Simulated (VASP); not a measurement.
# In3SbO4 (I4/mmm) in VASP: relaxation of cell and atoms with PBE

Aim: the relaxation of cell and atoms of In3SbO4 with PBE.

Program: VASP 6.6.1. These are calculated values, not measurements. Logs are shortened: lines on timing, memory, paths and dates and some standing lists are left out, and cuts for length are marked.

## (1) Starting point

The structure is tetragonal, space group I4/mmm (No. 139). Conventional cell: a = 5.185 Å, b = 5.185 Å, c = 10.418 Å, α = 90.00°, β = 90.00°, γ = 90.00°. In (site symmetry 4/mmm) has 6 O at 2.59 to 2.64 Å as nearest neighbours. In (site symmetry -4m2) is surrounded by 6 O at 2.59 to 2.60 Å. Sb (site symmetry 4/mmm) is surrounded by 6 O at 2.57 to 2.59 Å. O (site symmetry 4mm) has 1 Sb at 2.57 Å and 5 In at 2.59 to 2.64 Å as nearest neighbours. O (site symmetry mmm) is surrounded by 4 In at 2.59 to 2.60 Å and 2 Sb at 2.59 Å.

The cell was built by a generator and needn't be a form met in nature.

## (2) Relaxation of cell and atoms, PBE

INCAR

```
SYSTEM = In3SbO4
  ALGO = Fast
  EDIFF = 1E-4
  EDIFFG = -0.08
  ENCUT = 520
  GGA = PE
  IBRION = 2
  ISIF = 3
  ISMEAR = 0
  LASPH = .TRUE.
  LCHARG = .FALSE.
  LREAL = .FALSE.
  LWAVE = .FALSE.
  NELM = 60
  NSW = 24
  PREC = Normal
  SIGMA = 0.15
```

KPOINTS

```
k-points
0
G
  4 4 4
  0 0 0
```

POSCAR

```
In3SbO4
1.0
   -2.5926815900      2.5926815900      5.2089597900
    2.5926815900     -2.5926815900      5.2089597900
    2.5926815900      2.5926815900     -5.2089597900
In Sb O
3 1 4
Direct
    0.5000000000      0.5000000000      0.0000000000
    0.2500000000      0.7500000000      0.5000000000
    0.7500000000      0.2500000000      0.5000000000
    0.0000000000      0.0000000000      0.0000000000
    0.7530974100      0.7530974100      0.0000000000
    0.2469025900      0.2469025900      0.0000000000
    0.0000000000      0.5000000000      0.5000000000
    0.5000000000      0.0000000000      0.5000000000
```

Potentials or basis: VASP PAW PBE potentials, release 64 (In_d, Sb, O).

Command:

```console
$ cat potpaw_PBE.64/In_d/POTCAR potpaw_PBE.64/Sb/POTCAR potpaw_PBE.64/O/POTCAR > POTCAR
$ mpirun -np 1 vasp_std > vasp.out
```

OUTCAR:

```text
SYSTEM = In3SbO4
   EDIFF = 1E-4
   EDIFFG = -0.08
   ENCUT = 520
   GGA = PE
   IBRION = 2
   ISIF = 3
   ISMEAR = 0
   LASPH = .TRUE.
   LREAL = .FALSE.
   NELM = 60
   NSW = 24
   PREC = Normal

 ion  position               nearest neighbor table
   1  0.500  0.500  0.000-   7 2.59   8 2.59   8 2.59   7 2.59   5 2.64   6 2.64   4 3.67   4 3.67
                             4 3.67   4 3.67   3 3.67   2 3.67   3 3.67   2 3.67   3 3.67   3 3.67
   2  0.250  0.750  0.500-   5 2.59   6 2.59   5 2.59   6 2.59   7 2.60   8 2.60   3 3.67   3 3.67
                             3 3.67   3 3.67   1 3.67   1 3.67   4 3.67   4 3.67   4 3.67   1 3.67
   3  0.750  0.250  0.500-   5 2.59   6 2.59   5 2.59   6 2.59   7 2.60   8 2.60   2 3.67   2 3.67
                             2 3.67   2 3.67   1 3.67   1 3.67   4 3.67   4 3.67   4 3.67   4 3.67
   4  0.000  0.000  0.000-   5 2.57   6 2.57   7 2.59   8 2.59   7 2.59   8 2.59   1 3.67   1 3.67
                             1 3.67   1 3.67   3 3.67   2 3.67   3 3.67   2 3.67   2 3.67   2 3.67
   5  0.753  0.753  0.000-   4 2.57   3 2.59   2 2.59   3 2.59   2 2.59   1 2.64
   6  0.247  0.247  0.000-   4 2.57   2 2.59   3 2.59   2 2.59   3 2.59   1 2.64
   7  0.000  0.500  0.500-   1 2.59   4 2.59   4 2.59   1 2.59   3 2.60   2 2.60
   8  0.500  0.000  0.500-   1 2.59   4 2.59   1 2.59   4 2.59   3 2.60   2 2.60

  LATTYP: Found a body centered tetragonal cell.
 ALAT       =     5.1853631800
 C/A-ratio  =     2.0091012371

  Lattice vectors:

 A1 = (  -2.5926815900,   2.5926815900,   5.2089597900)
 A2 = (   2.5926815900,  -2.5926815900,   5.2089597900)
 A3 = (   2.5926815900,   2.5926815900,  -5.2089597900)

Analysis of symmetry for initial positions (statically):
=====================================================================
 Subroutine PRICEL returns:
 Original cell was already a primitive cell.

 Routine SETGRP: Setting up the symmetry group for a
 body centered tetragonal supercell.

 Subroutine GETGRP returns: Found 16 space group operations
 (whereof 16 operations were pure point group operations)
 out of a pool of 16 trial point group operations.

The static configuration has the point symmetry D_4h.

Analysis of symmetry for dynamics (positions and initial velocities):
=====================================================================
 Subroutine PRICEL returns:
 Original cell was already a primitive cell.

 Routine SETGRP: Setting up the symmetry group for a
 body centered tetragonal supercell.

 Subroutine GETGRP returns: Found 16 space group operations
 (whereof 16 operations were pure point group operations)
 out of a pool of 16 trial point group operations.

The dynamic configuration has the point symmetry D_4h.

 Subroutine INISYM returns: Found 16 space group operations
 (whereof 16 operations are pure point group operations),
 and found     1 'primitive' translations

[... 93 lines left out ...]
   NELM   =     60;   NELMIN=  2; NELMDL= -5     # of ELM steps
   EDIFF  = 0.1E-03   stopping-criterion for ELM
   LREAL  =      F    real-space projection
   EDIFFG = -.8E-01   stopping-criterion for IOM
   NSW    =     24    number of steps for IOM
   IBRION =      2    ionic relax: 0-MD 1-quasi-New 2-CG
   NFREE  =      1    steps in history (QN), initial steepest desc. (CG)
   ISIF   =      3    stress and relaxation
   ISYM   =      2    0-nonsym 1-usesym 2-fastsym
   POTIM  = 0.5000    time-step for ionic-motion
   TEBEG  =    0.0;   TEEND  =   0.0 temperature during run
   PSTRESS=    0.0 pullay stress
   NELECT =      68.0000    total number of electrons
   NUPDOWN=      -1.0000    fix difference up-down
   EMIN   =  10.00;   EMAX   =-10.00  energy-range for DOS
   EFERMI =   0.00;   METHOD = LEGACY
   ISMEAR =     0;   SIGMA  =   0.15  broadening in eV -4-tet -1-fermi 0-gaus
   EFERMI_NEDOS =   21; number of points for ismear=-14 and -15
   IALGO  =     68    algorithm
   IMIX   =      4    mixing-type and parameters
     AMIX     =   0.40;   BMIX     =  1.00
     AMIX_MAG =   1.60;   BMIX_MAG =  1.00
  volume/ion in A,a.u.               =      17.51       118.15
  Fermi-wavevector in a.u.,A,eV,Ry     =   1.286692  2.431496 22.525491  1.655577
  Thomas-Fermi vector in A             =   2.418751
   LORBIT       =      0    0 simple, 1 ext, 2 COOP (PROOUT), +10 PAW based schemes
   GGA     = PE    functional components
   LHFCALC =     F    Hartree Fock is set to
   AEXX    =    0.0000 exact exchange contribution
   IVDW    =     0    specifies the selected vdW correction
   LEPSILON=     F    determine dielectric tensor
   LRPA    =     F    only Hartree local field effects (RPA)
 conjugate gradient relaxation of ions
 non-spin polarized calculation
 RMM-DIIS sequential band-by-band and
 Gauss-broadening in eV      SIGMA  =   0.15
  energy-cutoff  :      520.00
  volume of cell :      140.06
 maximum number of plane-waves:      3795
   NGX = 23   NGY = 23   NGZ = 23

--------------------------------------- Ionic step        1  -------------------------------------------

 number of electron      67.9999965 magnetization

 Free energy of the ion-electron system (eV)
  ---------------------------------------------------
  ext. energy  EPLUGINS =         0.00000000
  ---------------------------------------------------
  free energy    TOTEN  =       -37.08453463 eV

  energy without entropy =      -37.03990547  energy(sigma->0) =      -37.06222005

------------------------ aborting loop because EDIFF is reached ----------------------------------------

  FORCE on cell =-STRESS in cart. coord.  units (eV):
  Direction    XX          YY          ZZ          XY          YZ          ZX
  --------------------------------------------------------------------------------------
  -------------------------------------------------------------------------------------
  Total       -7.7678456     -7.7678456     -7.6290849      0.0000000     -0.0000000      0.0000000
  in kB      -88.8590785    -88.8590785    -87.2717463      0.0000000     -0.0000000      0.0000000
  external PRESSURE =     -88.3299678 kB  Pullay stress =       0.0000000 kB
[... 239 lines left out ...]
--------------------------------------- Ionic step        7  -------------------------------------------

 number of electron      68.0000017 magnetization

 Free energy of the ion-electron system (eV)
  ---------------------------------------------------
  ext. energy  EPLUGINS =         0.00000000
  ---------------------------------------------------
  free energy    TOTEN  =       -37.54262574 eV

  energy without entropy =      -37.49589156  energy(sigma->0) =      -37.51925865

 E-fermi :   7.9591     XC(G=0): -10.8496

 val. band max:        7.9466678419   @ k =  -0.2500   0.2500   0.2500
 cond. band min:       7.9843101797   @ k =   0.2500   0.2500  -0.0000
 fundamental gap:      0.0376423378
 Fermi energy:         7.9591043584

 k-point     1 :       0.0000    0.0000    0.0000
  band No.  band energies     occupation
      1     -11.2745      2.00000
      2     -10.7014      2.00000
      3     -10.6764      2.00000
      4     -10.5813      2.00000
      5      -6.8963      2.00000
      6      -6.8001      2.00000
[... 583 lines left out ...]
  FREE ENERGIE OF THE ION-ELECTRON SYSTEM (eV)
  ---------------------------------------------------
  free  energy   TOTEN  =       -37.5426257367 eV

  energy  without entropy=      -37.4958915614  energy(sigma->0) =      -37.51925865

 reached required accuracy - stopping structural energy minimisation
```

It took 4.8 min on 1 thread of Intel Xeon Platinum 8259CL at 2.50GHz (Skylake/Cascade Lake), shared host; peak memory 0.25 GiB.

What came out:

| Property | Result |
| --- | --- |
| Free energy | -37.5426 eV |
| Relaxed volume | 15.75 Å³/atom |
| Relaxed cell | a = 6.142 Å, b = 6.142 Å, c = 6.142 Å, α = 131.83°, β = 131.83°, γ = 70.49° |
| Space group after relaxing (to 0.05 Å) | I4/mmm (No. 139) |
| Energy gained by relaxing | 57.3 meV/atom |
| Ionic steps | 7 |
| Pressure after relaxing | 0.0 GPa |
| Largest force after relaxing | 0.058 eV/Å |
| Band gap on the k mesh | none (metal or under the smearing width) |

Forces in eV/Å, atoms in the order of the input:
```
In   0.000  0.000  0.000
In   0.000  0.000  0.000
In   0.000  0.000  0.000
Sb   0.000  0.000  0.000
O    0.000  0.000  0.058
O    0.000  0.000 -0.058
O    0.000  0.000  0.000
O    0.000  0.000  0.000
```

The path:
```csv
step,energy change (eV),largest force (eV/Å),pressure (GPa),volume (Å³)
1,0.0000,0.3309,-8.83,140.06
2,-0.3993,0.0489,3.49,121.39
3,-0.4456,0.1302,0.16,125.43
4,-0.4455,0.1356,-0.15,125.71
5,-0.4471,0.1261,-0.11,125.74
6,-0.4517,0.1200,-0.07,125.84
7,-0.4581,0.0583,-0.04,126.03
```

Final structure:
```cif
data_structure
_symmetry_space_group_name_H-M 'P 1'
_symmetry_Int_Tables_number 1
_cell_length_a 6.1419
_cell_length_b 6.1419
_cell_length_c 6.1419
_cell_angle_alpha 131.833
_cell_angle_beta 131.833
_cell_angle_gamma 70.492
_cell_volume 126.03
loop_
_atom_site_label
_atom_site_type_symbol
_atom_site_fract_x
_atom_site_fract_y
_atom_site_fract_z
_atom_site_occupancy
In1 In 0.50000 0.50000 0.00000 1
In2 In 0.25000 0.75000 0.50000 1
In3 In 0.75000 0.25000 0.50000 1
Sb1 Sb 0.00000 0.00000 0.00000 1
O1 O 0.76019 0.76019 0.00000 1
O2 O 0.23981 0.23981 0.00000 1
O3 O 0.00000 0.50000 0.50000 1
O4 O 0.50000 0.00000 0.50000 1
```

Caveat: the k mesh is coarse (spacing up to 0.43 Å⁻¹), so the values aren't converged; the relaxation stopped at a loose force limit of 0.08 eV/Å, so its end isn't a converged minimum.
